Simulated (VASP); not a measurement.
OSZICAR of a VASP run on LiZn₃₅O₃₅:

**OSZICAR**
```
...
       N       E                     dE             d eps       ncg     rms          rms(c)
DAV:   1    -0.311511059919E+03   -0.70427E-01   -0.70976E+01  1696   0.161E+01    0.154E+00
RMM:   2    -0.311635241015E+03   -0.12418E+00   -0.13938E+00  1520   0.251E+00    0.122E+00
RMM:   3    -0.311639569686E+03   -0.43287E-02   -0.15396E-01  1520   0.867E-01    0.631E-01
RMM:   4    -0.311637718918E+03    0.18508E-02   -0.22272E-02  1590   0.349E-01    0.444E-01
RMM:   5    -0.311636797837E+03    0.92108E-03   -0.64799E-03  1520   0.177E-01    0.159E-01
RMM:   6    -0.311636933741E+03   -0.13590E-03   -0.21398E-03  1521   0.791E-02    0.796E-02
RMM:   7    -0.311636926372E+03    0.73699E-05   -0.41179E-04  1539   0.382E-02    0.411E-02
RMM:   8    -0.311636920336E+03    0.60360E-05   -0.13945E-04  1396   0.193E-02    0.172E-02
RMM:   9    -0.311636922841E+03   -0.25051E-05   -0.37013E-05  1049   0.106E-02
   2 F= -.31163692E+03 E0= -.31162279E+03  d E =-.196282E+00  mag=     3.0000
       N       E                     dE             d eps       ncg     rms          rms(c)
DAV:   1    -0.311637986385E+03   -0.10660E-02   -0.58038E+00  1688   0.459E+00    0.447E-01
RMM:   2    -0.311647903290E+03   -0.99169E-02   -0.11220E-01  1520   0.713E-01    0.362E-01
RMM:   3    -0.311648207735E+03   -0.30445E-03   -0.12141E-02  1520   0.242E-01    0.188E-01
RMM:   4    -0.311648017952E+03    0.18978E-03   -0.16337E-03  1586   0.896E-02    0.129E-01
RMM:   5    -0.311647947552E+03    0.70400E-04   -0.50735E-04  1517   0.462E-02    0.359E-02
RMM:   6    -0.311647959327E+03   -0.11774E-04   -0.12769E-04  1418   0.213E-02    0.217E-02
RMM:   7    -0.311647957941E+03    0.13855E-05   -0.27561E-05  1018   0.100E-02
   3 F= -.31164796E+03 E0= -.31163369E+03  d E =-.207317E+00  mag=     3.0000
       N       E                     dE             d eps       ncg     rms          rms(c)
DAV:   1    -0.311665088178E+03   -0.17129E-01   -0.70197E+00  1600   0.510E+00    0.519E-01
RMM:   2    -0.311680616187E+03   -0.15528E-01   -0.16860E-01  1520   0.861E-01    0.344E-01
RMM:   3    -0.311681520542E+03   -0.90436E-03   -0.20768E-02  1520   0.319E-01    0.171E-01
RMM:   4    -0.311681441602E+03    0.78940E-04   -0.24578E-03  1544   0.117E-01    0.126E-01
RMM:   5    -0.311681357688E+03    0.83914E-04   -0.63375E-04  1520   0.594E-02    0.519E-02
RMM:   6    -0.311681374169E+03   -0.16481E-04   -0.20895E-04  1488   0.259E-02    0.283E-02
RMM:   7    -0.311681371570E+03    0.25991E-05   -0.35932E-05  1050   0.111E-02
   4 F= -.31168137E+03 E0= -.31166705E+03  d E =-.334136E-01  mag=     3.0000
       N       E                     dE             d eps       ncg     rms          rms(c)
DAV:   1    -0.311669762138E+03    0.11612E-01   -0.12316E+01  1552   0.676E+00    0.685E-01
RMM:   2    -0.311697266794E+03   -0.27505E-01   -0.29860E-01  1520   0.115E+00    0.452E-01
RMM:   3    -0.311698850122E+03   -0.15833E-02   -0.36796E-02  1520   0.425E-01    0.229E-01
RMM:   4    -0.311698703766E+03    0.14636E-03   -0.44099E-03  1542   0.158E-01    0.167E-01
RMM:   5    -0.311698551808E+03    0.15196E-03   -0.11450E-03  1521   0.804E-02    0.698E-02
RMM:   6    -0.311698580789E+03   -0.28981E-04   -0.38324E-04  1522   0.349E-02    0.376E-02
RMM:   7    -0.311698575796E+03    0.49929E-05   -0.63680E-05  1116   0.148E-02
   5 F= -.31169858E+03 E0= -.31168417E+03  d E =-.506179E-01  mag=     3.0000
       N       E                     dE             d eps       ncg     rms          rms(c)
DAV:   1    -0.311705682405E+03   -0.71016E-02   -0.58254E+00  1568   0.458E+00    0.464E-01
RMM:   2    -0.311719471758E+03   -0.13789E-01   -0.15057E-01  1520   0.786E-01    0.278E-01
RMM:   3    -0.311720316023E+03   -0.84427E-03   -0.18676E-02  1520   0.296E-01    0.148E-01
RMM:   4    -0.311720242799E+03    0.73224E-04   -0.22818E-03  1549   0.112E-01    0.111E-01
RMM:   5    -0.311720146290E+03    0.96509E-04   -0.58057E-04  1519   0.545E-02    0.430E-02
RMM:   6    -0.311720159476E+03   -0.13186E-04   -0.20282E-04  1466   0.249E-02    0.259E-02
RMM:   7    -0.311720157292E+03    0.21834E-05   -0.36487E-05  1038   0.111E-02
   6 F= -.31172016E+03 E0= -.31170574E+03  d E =-.215815E-01  mag=     3.0000
       N       E                     dE             d eps       ncg     rms          rms(c)
DAV:   1    -0.311714854977E+03    0.53045E-02   -0.46225E+00  1552   0.408E+00    0.413E-01
RMM:   2    -0.311725821557E+03   -0.10967E-01   -0.11964E-01  1520   0.701E-01    0.246E-01
RMM:   3    -0.311726489561E+03   -0.66800E-03   -0.14824E-02  1520   0.264E-01    0.132E-01
RMM:   4    -0.311726432338E+03    0.57224E-04   -0.18208E-03  1545   0.100E-01    0.981E-02
RMM:   5    -0.311726357588E+03    0.74750E-04   -0.46594E-04  1519   0.491E-02    0.386E-02
RMM:   6    -0.311726368320E+03   -0.10732E-04   -0.16363E-04  1435   0.222E-02    0.228E-02
RMM:   7    -0.311726366639E+03    0.16811E-05   -0.29585E-05  1024   0.978E-03
   7 F= -.31172637E+03 E0= -.31171195E+03  d E =-.277908E-01  mag=     3.0000
       N       E                     dE             d eps       ncg     rms          rms(c)
DAV:   1    -0.311726393305E+03   -0.24985E-04   -0.32607E+00  1568   0.349E+00    0.343E-01
RMM:   2    -0.311733288036E+03   -0.68947E-02   -0.74850E-02  1520   0.581E-01    0.230E-01
RMM:   3    -0.311733711308E+03   -0.42327E-03   -0.93838E-03  1520   0.215E-01    0.114E-01
RMM:   4    -0.311733683591E+03    0.27717E-04   -0.11140E-03  1541   0.805E-02    0.847E-02
RMM:   5    -0.311733646584E+03    0.37006E-04   -0.28962E-04  1518   0.403E-02    0.354E-02
RMM:   6    -0.311733653864E+03   -0.72795E-05   -0.97412E-05  1386   0.178E-02
   8 F= -.31173365E+03 E0= -.31171927E+03  d E =-.728722E-02  mag=     3.0000
       N       E                     dE             d eps       ncg     rms          rms(c)
DAV:   1    -0.311732199469E+03    0.14471E-02   -0.97966E-01  1616   0.192E+00    0.196E-01
RMM:   2    -0.311734304145E+03   -0.21047E-02   -0.22840E-02  1520   0.320E-01    0.131E-01
RMM:   3    -0.311734440162E+03   -0.13602E-03   -0.28748E-03  1520   0.119E-01    0.633E-02
RMM:   4    -0.311734435957E+03    0.42049E-05   -0.34631E-04  1544   0.445E-02    0.466E-02
RMM:   5    -0.311734426547E+03    0.94105E-05   -0.85832E-05  1435   0.221E-02
   9 F= -.31173443E+03 E0= -.31172006E+03  d E =-.805991E-02  mag=     3.0000
       N       E                     dE             d eps       ncg     rms          rms(c)
DAV:   1    -0.311733850565E+03    0.58539E-03   -0.30139E+00  1592   0.328E+00    0.267E-01
RMM:   2    -0.311738393720E+03   -0.45432E-02   -0.50857E-02  1520   0.451E-01    0.142E-01
RMM:   3    -0.311738675323E+03   -0.28160E-03   -0.64054E-03  1520   0.168E-01    0.807E-02
RMM:   4    -0.311738653690E+03    0.21633E-04   -0.72267E-04  1526   0.607E-02    0.561E-02
RMM:   5    -0.311738628902E+03    0.24788E-04   -0.19977E-04  1498   0.318E-02    0.200E-02
RMM:   6    -0.311738634264E+03   -0.53616E-05   -0.64978E-05  1200   0.143E-02
  10 F= -.31173863E+03 E0= -.31172428E+03  d E =-.420772E-02  mag=     3.0000
       N       E                     dE             d eps       ncg     rms          rms(c)
DAV:   1    -0.311736292399E+03    0.23365E-02   -0.20888E+00  1592   0.273E+00    0.225E-01
RMM:   2    -0.311739482905E+03   -0.31905E-02   -0.35686E-02  1520   0.378E-01    0.120E-01
RMM:   3    -0.311739684695E+03   -0.20179E-03   -0.44967E-03  1520   0.141E-01    0.687E-02
RMM:   4    -0.311739671238E+03    0.13456E-04   -0.51628E-04  1528   0.517E-02    0.481E-02
RMM:   5    -0.311739653975E+03    0.17264E-04   -0.14258E-04  1457   0.269E-02    0.172E-02
RMM:   6    -0.311739657921E+03   -0.39459E-05   -0.47139E-05  1120   0.121E-02
  11 F= -.31173966E+03 E0= -.31172531E+03  d E =-.523137E-02  mag=     3.0000
       N       E                     dE             d eps       ncg     rms          rms(c)
DAV:   1    -0.311736553815E+03    0.31002E-02   -0.34088E+00  1568   0.355E+00    0.288E-01
RMM:   2    -0.311741933610E+03   -0.53798E-02   -0.58028E-02  1520   0.498E-01    0.176E-01
RMM:   3    -0.311742285226E+03   -0.35162E-03   -0.71681E-03  1520   0.184E-01    0.908E-02
RMM:   4    -0.311742267609E+03    0.17616E-04   -0.77514E-04  1532   0.642E-02    0.701E-02
RMM:   5    -0.311742241066E+03    0.26543E-04   -0.20977E-04  1505   0.331E-02    0.237E-02
RMM:   6    -0.311742247811E+03   -0.67450E-05   -0.65177E-05  1255   0.151E-02
  12 F= -.31174225E+03 E0= -.31172786E+03  d E =-.258989E-02  mag=     3.0000
       N       E                     dE             d eps       ncg     rms          rms(c)
DAV:   1    -0.311741454862E+03    0.78620E-03   -0.48982E-01  1680   0.134E+00    0.115E-01
RMM:   2    -0.311742240582E+03   -0.78572E-03   -0.84881E-03  1520   0.190E-01    0.697E-02
RMM:   3    -0.311742295016E+03   -0.54434E-04   -0.10532E-03  1520   0.704E-02    0.346E-02
RMM:   4    -0.311742294451E+03    0.56492E-06   -0.11788E-04  1450   0.248E-02    0.270E-02
RMM:   5    -0.311742291312E+03    0.31385E-05   -0.30144E-05  1013   0.128E-02
  13 F= -.31174229E+03 E0= -.31172789E+03  d E =-.263339E-02  mag=     3.0000
       N       E                     dE             d eps       ncg     rms          rms(c)
DAV:   1    -0.311738302327E+03    0.39921E-02   -0.33008E+00  1592   0.348E+00    0.261E-01
RMM:   2    -0.311743279796E+03   -0.49775E-02   -0.53842E-02  1520   0.473E-01    0.145E-01
RMM:   3    -0.311743554862E+03   -0.27507E-03   -0.65744E-03  1520   0.176E-01    0.798E-02
RMM:   4    -0.311743538192E+03    0.16670E-04   -0.75124E-04  1533   0.630E-02    0.608E-02
RMM:   5    -0.311743508870E+03    0.29322E-04   -0.19852E-04  1481   0.319E-02    0.196E-02
RMM:   6    -0.311743514430E+03   -0.55600E-05   -0.61940E-05  1249   0.143E-02
  14 F= -.31174351E+03 E0= -.31172910E+03  d E =-.122312E-02  mag=     3.0000
```

Problem. Which electronic solver shows in the log?

Solution. It is blocked Davidson (ALGO = Normal, or the opening steps of other solvers) and then RMM-DIIS (ALGO = Fast or VeryFast). The INCAR had ALGO = Fast.

Problem. How was spin treated?

Solution. Collinear spin (ISPIN = 2): the summary line carries one mag value, 3.00 μB in the cell.

Problem. Can the final energy be trusted as converged?

Solution. Self-consistency was reached. It stopped with EDIFF = 1E-5, NELM = 100, NSW = 70 and EDIFFG = -0.03 after 14 ionic steps (PBE GGA, plane waves, VASP's PBE PAW potentials (set 64)).  The supercell is sampled at Γ alone, which is coarse: total energies, pressure and levels can be off, energies of defects by several tenths of an eV.

The cell is a supercell with a defect, built from ZnO (wurtzite): Li_Zn-vac_O. The total moment is imposed (NUPDOWN), so this need not be the lowest spin state.
